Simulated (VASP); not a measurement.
VASP input:

INCAR:
```
SYSTEM = Hg3MgTe4
PREC = Accurate
ENCUT = 400
EDIFF = 1E-7
NELM = 100
ALGO = Normal
LREAL = .FALSE.
LASPH = .TRUE.
ISMEAR = -5
GGA = PS
LMAXMIX = 6
LWAVE = .FALSE.
LCHARG = .TRUE.
LORBIT = 11
NEDOS = 601
ISIF = 2
LEFG = .TRUE.
```

### KPOINTS
```
kpoints
0
G
  5 5 9
```

POSCAR:
```
Hg3MgTe4
9.1885320
  0.0004054337   0.7074434602   0.7067698526
  0.7074434602   0.0004054337   0.7067698526
  0.3539244470   0.3539244470   0.0000000000
Mg Te Hg
1 4 3
direct
  0.0008331393   0.0008331393   0.9983337214
  0.1227172498   0.1227172498   0.2545655004
  0.1242178255   0.6275463171   0.2482358575
  0.6275463171   0.1242178255   0.2482358575
  0.6249943453   0.6249943453   0.2500113094
  0.0004141612   0.4995651382   0.0000207005
  0.4995651382   0.0004141612   0.0000207005
  0.4997118236   0.4997118236   0.0005763528
```

POTCAR, in this order: Mg Te Hg (PBE.64 set). Program: vasp_std.

Q: Write an equivalent input for Quantum ESPRESSO's pw.x.

A: One equivalent input (not run):
```
&CONTROL
  calculation = 'scf'
  pseudo_dir = './pseudo'
  outdir = './out'
  tprnfor = .true.
  tstress = .true.
/
&SYSTEM
  ibrav = 0
  nat = 8
  ntyp = 3
  ecutwfc = 84
  occupations = 'tetrahedra'
  input_dft = 'pbesol'
/
&ELECTRONS
  conv_thr = 7.3e-09
  electron_maxstep = 100
/
ATOMIC_SPECIES
  Mg 24.305 Mg.upf
  Te 127.600 Te.upf
  Hg 200.592 Hg.upf
CELL_PARAMETERS angstrom
     0.0037253    6.5003669    6.4941774
     6.5003669    0.0037253    6.4941774
     3.2520461    3.2520461    0.0000000
ATOMIC_POSITIONS crystal
  Mg   0.0008331  0.0008331  0.9983337
  Te   0.1227172  0.1227172  0.2545655
  Te   0.1242178  0.6275463  0.2482359
  Te   0.6275463  0.1242178  0.2482359
  Te   0.6249943  0.6249943  0.2500113
  Hg   0.0004142  0.4995651  0.0000207
  Hg   0.4995651  0.0004142  0.0000207
  Hg   0.4997118  0.4997118  0.0005764
K_POINTS automatic
  5 5 9 0 0 0
```
Limits of the translation: the potentials are each code's own (VASP's PAW set, PseudoDojo norm-conserving files in pw.x), so ENCUT and ecutwfc are chosen apart and not converted; conv_thr bounds pw.x's estimated SCF error, while EDIFF bounds the energy change between steps; the field gradients of LEFG aren't asked of the other code.

The structure was generated: Hg3MgTe4 was put into an ordered model structure (Amm2), which need not be its known phase. It was relaxed first.
